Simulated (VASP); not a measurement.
Here is the system:

```
PSi63
1.0
   10.93707     0.00000     0.00000
    0.00000    10.93707     0.00000
    0.00000     0.00000    10.93707
Si P
63 1
Cartesian
  5.46805  10.93414  10.93356
  6.84225   1.37916   1.38104
  8.20033   2.73545   0.00672
  9.55359   4.09456   1.38217
  8.19904   0.00373   2.73653
  9.55046   1.38175   4.09475
 10.93704  10.93645   0.00004
  1.37320   1.37315   1.37336
  2.73564   2.73467  10.92808
  4.09321   4.09152   1.37060
  5.46820   5.46908  10.93520
  6.84266   6.84158   1.37541
  8.20027   8.19936  10.93184
  9.56287   9.56285   1.37366
  2.73456  10.92608   2.73428
  4.09217   1.36890   4.09217
  5.46158   2.73559   2.73789
  6.85401   4.07623   4.07930
  8.19373   5.47029   2.74212
  9.56054   6.84152   4.09291
  5.46835  10.93345   5.46835
  6.84415   1.36984   6.84369
  8.19454   2.73939   5.47437
  9.56390   4.09195   6.84263
  8.20236  10.92700   8.20152
  9.56385   1.37328   9.56361
 10.93474   5.46867  10.93314
  1.38103   6.84192   1.37906
  2.73690   8.19833   0.00338
  4.09526   9.55129   1.37974
 10.92783   2.73429   2.73609
  1.37085   4.09071   4.09398
  2.73541   5.45934   2.73573
  4.07161   6.85764   4.07272
  5.47179   8.19476   2.73934
  6.84258   9.55925   4.09374
 10.93433   0.00007   5.46744
  1.38340   1.37985   6.84247
  2.73949   2.73664   5.46179
  4.08260   4.07663   6.85256
  6.85686   6.85210   6.85299
  8.19634   8.19413   5.46328
  9.55558   9.55110   6.84166
  2.73747   0.00314   8.19955
  4.09459   1.38088   9.55165
  5.47505   2.73795   8.19565
  6.84341   4.09252   9.56308
  8.19576   5.46099   8.19480
  9.55151   6.84237   9.55221
  0.00442   8.19832   2.73521
  1.37913   9.55267   4.09464
 10.93599   5.46915   5.46830
  1.37616   6.84115   6.84322
  2.73793   8.19626   5.47194
  4.09424   9.55877   6.84238
  0.00725   2.73474   8.19994
  1.38291   4.09465   9.55191
  2.74406   5.46913   8.19214
  4.09404   6.84110   9.55899
  5.46504   8.19121   8.19276
  6.84158   9.54968   9.55247
 10.93234   8.19861   8.20104
  1.37416   9.56268   9.56338
  5.46447   5.46786   5.46159
```
Cell charge -1.

These are HSE06 screened hybrid, VASP's PBE PAW potentials (set 64) (plane waves; VASP) values and carry that method's errors. Settings: PREC = Normal, LREAL = Auto, ISYM = 0, NELECT = 258.0, EDIFF = 1E-5, 400 eV cut-off, 1×1×1 Γ-centred mesh, Gaussian smearing of 0.050 eV, potentials Si P.

The cell is charged, with a uniform compensating background. The supercell is sampled at Γ alone, which is coarse: total energies, pressure and levels can be off, energies of defects by several tenths of an eV.

Q: Estimate the energy per atom (σ→0), largest force.

A: 
```
Property                       Result
---------------------  --------------
energy per atom (σ→0)  -6.103 eV/atom
largest force              0.057 eV/Å
```

The cell is a supercell with a defect, built from Si (diamond): P_Si, charge -1. The cell's shape comes from a PBE relaxation. The run is not spin-polarised, so no state with unpaired spins was tried.
